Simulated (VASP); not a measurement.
VASP input:

INCAR:
```
SYSTEM = Al
PREC = Accurate
ENCUT = 400
EDIFF = 1E-6
NELM = 100
ALGO = Normal
LREAL = .FALSE.
LASPH = .TRUE.
ISMEAR = 1
SIGMA = 0.1
GGA = PE
LWAVE = .FALSE.
LCHARG = .FALSE.
ISIF = 2
```

**KPOINTS**
```
Automatic mesh
0
Gamma
4 4 4
0 0 0
```

**POSCAR**
```
Al
1
    0.0000000000     3.9031753500     3.9031753500
    3.9031753500     0.0000000000     3.9031753500
    3.9031753500     3.9031753500     0.0000000000
Al
1
Direct
  0.0000000000   0.0000000000   0.0000000000
```

POTCAR, in this order: Al (PBE.64 set). Program: vasp_std.

What VASP printed:

**standard output**
```
 POSCAR found type information on POSCAR Al
 POSCAR found :  1 types and       1 ions
 Reading from existing POTCAR
 Reading from existing POTCAR
 LDA part: xc-table for (Slater+PW92), standard interpolation
 POSCAR, INCAR and KPOINTS ok, starting setup
 WAVECAR not read
 entering main loop
       N       E                     dE             d eps       ncg     rms          rms(c)
DAV:   1     0.658678601971E+00    0.65868E+00   -0.32701E+02    80   0.166E+02
DAV:   2    -0.709761777813E+00   -0.13684E+01   -0.13137E+01   130   0.174E+01
DAV:   3    -0.757901082002E+00   -0.48139E-01   -0.47338E-01    90   0.343E+00
DAV:   4    -0.758621712723E+00   -0.72063E-03   -0.72041E-03   115   0.529E-01
DAV:   5    -0.758623748533E+00   -0.20358E-05   -0.20358E-05   110   0.281E-02    0.280E-01
DAV:   6    -0.756938849159E+00    0.16849E-02   -0.36937E-03    95   0.326E-01    0.189E-01
DAV:   7    -0.758488994252E+00   -0.15501E-02   -0.14000E-02    95   0.631E-01    0.641E-02
DAV:   8    -0.759481374048E+00   -0.99238E-03   -0.15523E-03    80   0.210E-01    0.148E-02
DAV:   9    -0.759550708882E+00   -0.69335E-04   -0.93054E-05    90   0.533E-02    0.103E-02
DAV:  10    -0.759562867022E+00   -0.12158E-04   -0.23592E-05    95   0.228E-02    0.112E-03
DAV:  11    -0.759564542160E+00   -0.16751E-05   -0.32019E-06   100   0.830E-03    0.960E-04
DAV:  12    -0.759564402015E+00    0.14015E-06   -0.41234E-07    55   0.346E-03
   1 F= -.75956440E+00 E0= -.75968534E+00  d E =0.362819E-03
```

### OUTCAR
```
------------------------ aborting loop because EDIFF is reached ----------------------------------------
  FORCE on cell =-STRESS in cart. coord.  units (eV):
  Direction    XX          YY          ZZ          XY          YZ          ZX
  --------------------------------------------------------------------------------------
  Total       -0.9799944     -0.9799944     -0.9799944      0.0000000      0.0000000     -0.0000000
  in kB      -13.2023123    -13.2023123    -13.2023123      0.0000000      0.0000000     -0.0000000
  external PRESSURE =     -13.2023123 kB  Pullay stress =       0.0000000 kB
  volume of cell :      118.93
      direct lattice vectors                 reciprocal lattice vectors
     0.000000000  3.903175350  3.903175350    -0.128100829  0.128100829  0.128100829
     3.903175350  0.000000000  3.903175350     0.128100829 -0.128100829  0.128100829
     3.903175350  3.903175350  0.000000000     0.128100829  0.128100829 -0.128100829
 POSITION                                       TOTAL-FORCE (eV/Angst)
 -----------------------------------------------------------------------------------
      0.00000      0.00000      0.00000         0.000000     -0.000000     -0.000000
 -----------------------------------------------------------------------------------
    total drift:                               -0.000000     -0.000000      0.000000
  FREE ENERGIE OF THE ION-ELECTRON SYSTEM (eV)
  ---------------------------------------------------
  free  energy   TOTEN  =        -0.7595644020 eV

  energy  without entropy=       -0.7599272209  energy(sigma->0) =       -0.75968534
```
(Selected blocks of OUTCAR.)

**Question.** The run ends quietly. Is anything wrong with it?

**Answer.** The cause: the lattice was typed in bohr, and VASP reads ångström. The run ends without an error. Against the sound run, the energy per atom (σ→0) goes up by 2.976 eV/atom; the pressure goes up by 3.18 GPa; the volume rises by 570 %. To mend it, correct POSCAR, correct KPOINTS.
### POSCAR
```
Al
1
    0.0000000000     2.0655000000     2.0655000000
    2.0655000000     0.0000000000     2.0655000000
    2.0655000000     2.0655000000     0.0000000000
Al
1
Direct
  0.0000000000   0.0000000000   0.0000000000
```
### KPOINTS
```
Automatic mesh
0
Gamma
11 11 11
0 0 0
```
The mended run (PBE GGA, plane waves, VASP's PBE PAW potentials (set 64)) converges, and its OSZICAR ends with
```
   1 F= -.37365739E+01 E0= -.37361168E+01  d E =-.137133E-02
```

The compound is Al in the fcc structure. The cell was not relaxed at this level.
